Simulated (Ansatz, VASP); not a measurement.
# NaSrH3 in two plane-wave programs, part 2 of 2

Aim: how closely do two programs agree when they are given the same cell, functional and k mesh? The cell is generated by rule, not measured, and may not be a known phase. The two relaxations start from unlike cells of this crystal (the structure described is Ansatz's start), so only their ends are compared.

VASP 6.6.1 and Ansatz 0.2.0.

So far: The structure; Ansatz: relaxation of cell and atoms, PBEsol.

### Step 3. VASP: relaxation of cell and atoms, PBEsol

Level of this step: PBEsol; plane waves and PAW (Na_pv, Sr_sv, H); invented cell (VASP).

Its own start cell and the same functional and mesh now go to VASP, with its own data sets.

Lines of VASP's logs that name or quote its potential files are left out, and so is its time.

Input file INCAR:

```
SYSTEM = NaSrH3
PREC = Accurate
ENCUT = 500
EDIFF = 1E-07
NELM = 120
ISMEAR = 0
SIGMA = 0.01
LREAL = .FALSE.
ALGO = Normal
GGA = PS
NBANDS = 30
LORBIT = 11
LWAVE = .FALSE.
LCHARG = .FALSE.
ISIF = 3
IBRION = 2
NSW = 80
EDIFFG = -0.005
LASPH = .TRUE.
GGA_COMPAT = .FALSE.
NELMIN = 4
EFERMI = MIDGAP
KPAR = 4
```

Input file POSCAR:

```
NaSrH3
1.0
    3.0095977397      1.7375920083      4.8431551789
   -3.0095977397      1.7375920083      4.8431551789
    0.0000000000     -3.4751840166      4.8431551789
Na Sr H
2 2 6
Direct
    0.2737766733      0.2737766733      0.2737766733
    0.7737766733      0.7737766733      0.7737766733
    0.5073542241      0.5073542241      0.5073542241
    0.0073542241      0.0073542241      0.0073542241
    0.5770639190      0.1353070256      0.9190559127
    0.4190559127      0.6353070256      0.0770639190
    0.9190559127      0.5770639190      0.1353070255
    0.0770639190      0.4190559127      0.6353070256
    0.1353070256      0.9190559127      0.5770639190
    0.6353070256      0.0770639190      0.4190559127
```

Input file KPOINTS:

```
Automatic mesh
0
Gamma
6 6 6
0 0 0
```

Potentials, in the order of the species: Na_pv, Sr_sv and H (PBE family, release 64).

Started as:

```console
mpirun -np 4 vasp_std
```

Numbers of over 12 decimals in the logs are rounded to 6 here.

Log:

```text
[banner, memory and clock lines left out]
running    4 mpi-ranks, on    1 nodes
 distrk:  each k-point on    1 cores,    4 groups
 distr:  one band on    1 cores,    1 groups

 POSCAR found type information on POSCAR NaSrH
 POSCAR found :  3 types and      10 ions
|                                                                             |
|               ----> ADVICE to this user running VASP <----                  |
|                                                                             |
|     You enforced a specific xc type in the INCAR file but a different       |
|     [... a line on the potential file left out ...]
|     I HOPE YOU KNOW WHAT YOU ARE DOING!                                     |
|                                                                             |

 LDA part: xc-table for (Slater+PW92), standard interpolation
 POSCAR, INCAR and KPOINTS ok, starting setup
 FFT: planning ... GRIDC
 FFT: planning ... GRID_SOFT
 FFT: planning ... GRID
 WAVECAR not read
 entering main loop
       N       E                     dE             d eps       ncg     rms          rms(c)
DAV:   1     0.301434682352E+03    0.30143E+03   -0.18522E+04  1920   0.125E+03
DAV:   2    -0.643877225724E+01   -0.30787E+03   -0.29698E+03  2038   0.336E+02
DAV:   3    -0.308167566031E+02   -0.24378E+02   -0.24239E+02  2866   0.961E+01
DAV:   4    -0.318795054580E+02   -0.10627E+01   -0.10566E+01  3036   0.158E+01
DAV:   5    -0.319171932661E+02   -0.37688E-01   -0.37679E-01  2888   0.224E+00    0.232E+01
DAV:   6    -0.300299624938E+02    0.18872E+01   -0.16895E+00  2390   0.540E+00    0.138E+01
DAV:   7    -0.295624138413E+02    0.46755E+00   -0.25974E+00  2908   0.576E+00    0.352E+00
DAV:   8    -0.295744759680E+02   -0.12062E-01   -0.23166E-01  2696   0.186E+00    0.259E+00
DAV:   9    -0.295715051716E+02    0.29708E-02   -0.15722E-02  2550   0.668E-01    0.651E-01
DAV:  10    -0.295695476650E+02    0.19575E-02   -0.18710E-02  2674   0.689E-01    0.993E-01
DAV:  11    -0.295694406789E+02    0.10699E-03   -0.15789E-03  2370   0.196E-01    0.611E-01
DAV:  12    -0.295692538178E+02    0.18686E-03   -0.55211E-04  2568   0.961E-02    0.109E-01
DAV:  13    -0.295692960603E+02   -0.42243E-04   -0.34819E-04  3044   0.853E-02    0.280E-01
DAV:  14    -0.295692811635E+02    0.14897E-04   -0.46874E-05  2784   0.375E-02    0.136E-01
DAV:  15    -0.295692820303E+02   -0.86684E-06   -0.43898E-05  3020   0.297E-02    0.411E-02
DAV:  16    -0.295692811274E+02    0.90285E-06   -0.29891E-06  2574   0.842E-03    0.170E-02
DAV:  17    -0.295692804329E+02    0.69459E-06   -0.87816E-07  2738   0.398E-03    0.856E-04
DAV:  18    -0.295692803490E+02    0.83827E-07   -0.57910E-08  1614   0.147E-03
   1 F= -.29569280E+02 E0= -.29569280E+02  d E =-.295693E+02
 curvature:   0.00 expect dE= 0.000E+00 dE for cont linesearch  0.000E+00
 trial: gam= 0.00000 g(F)=  0.596E-05 g(S)=  0.396E-04 ort = 0.000E+00 (trialstep = 0.100E+01)
 search vector abs. value=  0.456E-04
 bond charge predicted
       N       E                     dE             d eps       ncg     rms          rms(c)
DAV:   1    -0.295694102460E+02   -0.12981E-03   -0.31788E-03  2504   0.497E-01    0.724E-02
DAV:   2    -0.295693478223E+02    0.62424E-04   -0.25015E-04  2864   0.116E-01    0.360E-02
DAV:   3    -0.295693135785E+02    0.34244E-04   -0.84309E-05  3024   0.610E-02    0.376E-02
DAV:   4    -0.295693160279E+02   -0.24494E-05   -0.11851E-05  2824   0.146E-02    0.236E-02
DAV:   5    -0.295693177751E+02   -0.17472E-05   -0.31218E-06  3680   0.761E-03    0.761E-03
DAV:   6    -0.295693183697E+02   -0.59463E-06   -0.26190E-07  2656   0.251E-03    0.196E-03
DAV:   7    -0.295693185120E+02   -0.14235E-06   -0.48494E-08  1574   0.102E-03    0.900E-04
DAV:   8    -0.295693184482E+02    0.63849E-07   -0.25929E-08  1446   0.765E-04
   2 F= -.29569318E+02 E0= -.29569318E+02  d E =-.380992E-04
 trial-energy change:   -0.000038  1 .order   -0.000038   -0.000046   -0.000031
 step:   3.0790(harm=  3.0790)  dis= 0.00057  next Energy=   -29.569351 (dE=-0.702E-04)
 reached required accuracy - stopping structural energy minimisation
```

Parts of OUTCAR (step 3):

```text
ion  position               nearest neighbor table
   1  0.274  0.274  0.274-   3 3.39   4 3.61   4 3.61   4 3.61   3 3.77   3 3.77   3 3.77   4 3.87

  LATTYP: Found a trigonal (rhomboedric) cell.
 ALAT       =     5.9609610491
 COS(alpha) =     0.4901829781

 Subroutine GETGRP returns: Found  6 space group operations
 (whereof  3 operations were pure point group operations)

The static configuration has the point symmetry C_3 .
 The point group associated with its full space group is C_3v.

 Found     32 irreducible k-points:

   k-points           NKPTS =     32   k-points in BZ     NKDIM =     32   number of bands    NBANDS=     30

   dimension x,y,z NGX =    48 NGY =   48 NGZ =   48
   dimension x,y,z NGXF=    96 NGYF=   96 NGZF=   96

   ENCUT  =  500.0 eV  36.75 Ry    6.06 a.u.  10.87 10.87 10.87*2*pi/ulx,y,z

   NELECT =      40.0000    total number of electrons

 k-points in reciprocal lattice and weights: Automatic mesh
   0.00000000  0.00000000  0.00000000       0.005
   0.16666667  0.00000000  0.00000000       0.028
   0.33333333  0.00000000  0.00000000       0.028
   0.50000000 -0.00000000  0.00000000       0.014
   0.16666667  0.16666667  0.00000000       0.028
   0.33333333  0.16666667  0.00000000       0.056
   0.50000000  0.16666667  0.00000000       0.056
  -0.33333333  0.16666667 -0.00000000       0.056
  -0.16666667  0.16666667  0.00000000       0.028
[...]
-0.33333333  0.50000000  0.33333333       0.028
   0.50000000  0.50000000  0.50000000       0.005

 average (electrostatic) potential at core
       1 -47.7417       2 -47.7417       3 -39.8649       4 -39.8649       5 -33.3651
       6 -33.3651       7 -33.3651       8 -33.3651       9 -33.3651      10 -33.3651

 E-fermi :   0.9253

 k-point     1 :       0.0000    0.0000    0.0000
  band No.  band energies     occupation
    ...
     16      -1.7071      2.00000
     17      -1.7071      2.00000
     18      -1.2834      2.00000
     19      -0.7173      2.00000
     20      -0.7173      2.00000
     21       3.2807      0.00000
     22       3.2807      0.00000
     23       3.8410      0.00000
     24       5.0027      0.00000
     25       5.6597      0.00000
    ...

 k-point     2 :       0.1667    0.0000    0.0000
  band No.  band energies     occupation
    ...
     16      -1.8186      2.00000
     17      -1.6352      2.00000
     18      -1.2791      2.00000
     19      -0.8208      2.00000
     20      -0.7609      2.00000
     21       3.1288      0.00000
     22       3.2634      0.00000
     23       3.7411      0.00000
     24       4.8854      0.00000
     25       5.1796      0.00000
    ...

 k-point     3 :       0.3333    0.0000    0.0000
  band No.  band energies     occupation
    ...
     16      -2.2719      2.00000
     17      -1.4565      2.00000
     18      -1.2489      2.00000
     19      -0.9819      2.00000
     20      -0.8778      2.00000
     21       2.9581      0.00000
     22       3.2182      0.00000
     23       3.6349      0.00000
     24       4.0770      0.00000
     25       4.6554      0.00000
    ...

  Total       -0.0225682     -0.0225682     -0.0471500      0.0000000      0.0000000     -0.0000000
  in kB       -0.2381168     -0.2381167     -0.4974797      0.0000000      0.0000000     -0.0000000
  external PRESSURE =      -0.3245711 kB  Pullay stress =       0.0000000 kB

  energy-cutoff  :      500.00
  volume of cell :      151.85
      direct lattice vectors                 reciprocal lattice vectors
     3.008990726  1.737241549  4.841550462     0.166168674  0.095937532  0.068848468
    -3.008990726  1.737241549  4.841550462    -0.166168674  0.095937532  0.068848468
     0.000000000 -3.474483097  4.841550462     0.000000000 -0.191875064  0.068848468

 POSITION                                       TOTAL-FORCE (eV/Angst)
 -----------------------------------------------------------------------------------
      0.00000      0.00000      3.97668         0.000000     -0.000000      0.002368
      0.00000      0.00000     11.23901         0.000000     -0.000000      0.002368
      0.00000      0.00000      7.36913         0.000000     -0.000000      0.002284
      0.00000      0.00000      0.10681         0.000000      0.000000      0.002284
      1.32919     -1.95586      7.89858        -0.000942     -0.004155     -0.001551
     -0.65057      1.56406      5.47781         0.003127      0.002894     -0.001551
      1.02923      2.12904      7.89858         0.004070      0.001261     -0.001551
     -1.02923     -1.34544      5.47781        -0.004070      0.001261     -0.001551
     -2.35842     -0.17318      7.89858        -0.003127      0.002894     -0.001551
      1.67980     -0.21862      5.47781         0.000942     -0.004155     -0.001551
 -----------------------------------------------------------------------------------
    total drift:                               -0.000000      0.000000      0.000078

  FREE ENERGIE OF THE ION-ELECTRON SYSTEM (eV)
  ---------------------------------------------------
  free  energy   TOTEN  =       -29.5693184482 eV

  energy  without entropy=      -29.5693184482  energy(sigma->0) =      -29.56931845

 reached required accuracy - stopping structural energy minimisation

 total charge
# of ion       s       p       d       tot
------------------------------------------
    1        0.076   6.005   0.000   6.081
    2        0.076   6.005   0.000   6.081
    3        2.013   5.746   0.201   7.960
    4        2.013   5.746   0.201   7.960
    5        0.515   0.001   0.000   0.516
    6        0.515   0.001   0.000   0.516
    7        0.515   0.001   0.000   0.516
    8        0.515   0.001   0.000   0.516
    9        0.515   0.001   0.000   0.516
   10        0.515   0.001   0.000   0.516
--------------------------------------------------
tot          7.265  23.507   0.402  31.174

[... 3 further parts left out ...]
```

CONTCAR:

```
NaSrH3
   1.00000000000000
     3.0089907255526409    1.7372415485530301    4.8415504618470093
    -3.0089907255526409    1.7372415485530301    4.8415504618470093
     0.0000000000000000   -3.4744830971060603    4.8415504618470093
  Na              Sr              H
     2     2     6
Direct
     0.2737883346187812    0.2737883346187812    0.2737883346187812
     0.7737883346187812    0.7737883346187812    0.7737883346187812
     0.5073534944485401    0.5073534944485401    0.5073534944485401
     0.0073534944485401    0.0073534944485401    0.0073534944485401
     0.5770338696923426    0.1352952037319033    0.9190868522084292
     0.4190868522084293    0.6352952037319033    0.0770338696923426
     0.9190868522084292    0.5770338696923426    0.1352952036319015
     0.0770338696923426    0.4190868522084293    0.6352952037319033
     0.1352952037319033    0.9190868522084292    0.5770338696923426
     0.6352952037319033    0.0770338696923426    0.4190868522084293
```

The run keeps the 6 symmetry operations of its start, so it cannot find a distortion of lower symmetry.

### Step 4. Comparison

Known differences besides the potentials themselves: fixed occupations in Ansatz, narrow Gaussian smearing in VASP; the data sets hold 44 valence electrons in Ansatz (on its PAW soft_1 files) and 40 in VASP; the cutoff is 420 eV in Ansatz and 500 eV in VASP; Ansatz makes its cores anew for this functional, VASP keeps those of its PBE data sets; Ansatz adds a Pulay correction to the stress that steers its cell, VASP none. Total energies have different zeros and are not compared.

Compared:

```csv
quantity,Ansatz,VASP,difference
volume (Å³),151.53,151.85,-0.21 %
"edge a after relaxation, in the typed setting (Å)",5.954,5.959,-0.09 %
```

### Step 5. Outcome

```yaml
difference_in_volume_relaxation_of_cell_and_atoms_pbesol: -0.21 %
```

In words: The difference in volume is -0.21 % (relaxation of cell and atoms, PBEsol), within the 1.2 % picked in this series as the mark of a large difference, as far as the stopping tolerances let one tell. The data sets hold unlike numbers of valence electrons (44 in Ansatz and 40 in VASP), so part of the differences may come from the potentials. 2 further pairs of this series are not shown here. Such differences can come from data sets, numerical settings and the points named under the comparisons, not from the functional's error against experiment.

[Lines on the potential files, build, host, timing and source positions are cut from VASP's logs without a mark.]

[Logs are printed without paths, hosts, clocks, repeated set-up lines and the standing remarks that a program may print on its own settings, such as how far it seeks lower states.]

[Hosts, paths, dates, database ids (printed as entryN), source tags and the programs' standing remarks are cut or masked in the printed files.]
